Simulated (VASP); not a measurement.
Given:

```xyz
2
Lattice="0.0000 2.3473 2.3473 2.3473 0.0000 2.3473 2.3473 2.3473 0.0000" Properties=species:S:1:pos:R:3 pbc="T T T"
Na     0.0000     0.0000     0.0000
F      2.3473     2.3473     2.3473
```

All values below come from PBE GGA, VASP's PBE PAW potentials (set 64) (plane waves; VASP). Run with PREC = Normal, EDIFF = 1E-5, 450 eV cut-off, 11×11×11 Γ-centred mesh, Gaussian smearing of 0.050 eV, potentials Na_pv F.

At this cut-off the stress carries a Pulay error, which pulls relaxed volumes low.

Task: Give the stress tensor in GPa (positive for a compressed cell).

Result: 
```
-2.17   0.00   0.00
 0.00  -2.17   0.00
 0.00   0.00  -2.17
```
The pressure is its mean diagonal, -2.17 GPa.

The compound is NaF in the rock salt structure. It was relaxed first.
